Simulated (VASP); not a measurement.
Level of theory: PBE GGA, VASP's PBE PAW potentials (set 64) (plane waves; VASP).

VASP ran on this input.

KPOINTS:
```
Automatic mesh
0
Gamma
6 6 5
0 0 0
```

POSCAR:
```
BaTiO3
1
    3.9569255643     0.0000000000     0.0000000000
    0.0000000000     3.9569255643     0.0000000000
    0.0000000000     0.0000000000     4.1819464211
Ba Ti O
1 1 3
Direct
  0.0000000000   0.0000000000   0.0107824600
  0.5000000000   0.5000000000   0.5297439004
  0.5000000000   0.5000000000   0.9595045255
  0.0000000000   0.5000000000   0.4819845570
  0.5000000000   0.0000000000   0.4819845570
```

**INCAR**
```
LWAVE = .FALSE.
ALGO = Normal
EDIFF = 1E-7   ! SCF stop (eV)
NELM = 100   ! most electronic steps
GGA = PE
SIGMA = 0.05   ! width (eV)
NSW = 30   ! most ionic steps
SYSTEM = BaTiO3
EDIFFG = -0.01   ! ionic stop
LASPH = .TRUE.
IBRION = 2
LREAL = .FALSE.   ! projection in real space or not
ENCUT = 520
PREC = Accurate
ISMEAR = 0   ! Gaussian
ISIF = 4
LMAXMIX = 4
LCHARG = .FALSE.
```

POTCAR, in this order: Ba_sv Ti_sv O (PBE.64 set). Program: vasp_std.

Task: Predict the energy per atom (σ→0).

Result: 
The energy per atom (σ→0) is -8.005 eV/atom.

File OSZICAR:
```
...
       N       E                     dE             d eps       ncg     rms          rms(c)
DAV:   1    -0.400239017478E+02   -0.27170E-04   -0.15396E-02  1448   0.108E+00    0.544E-02
DAV:   2    -0.400239095289E+02   -0.77811E-05   -0.52984E-04  1472   0.177E-01    0.319E-02
DAV:   3    -0.400238935304E+02    0.15999E-04   -0.55284E-05  1888   0.625E-02    0.139E-02
DAV:   4    -0.400238901099E+02    0.34205E-05   -0.13776E-05  1888   0.324E-02    0.452E-03
DAV:   5    -0.400238899704E+02    0.13945E-06   -0.25391E-06  1864   0.131E-02    0.199E-03
DAV:   6    -0.400238899602E+02    0.10225E-07   -0.20499E-07  1376   0.392E-03
  10 F= -.40023890E+02 E0= -.40023890E+02  d E =-.154522E-04
```

The compound is BaTiO3 in the tetragonal perovskite structure. This cell is one point of a volume scan, at 0.97 of the reference volume. Symmetry was kept, so distortions that lower it aren't found.
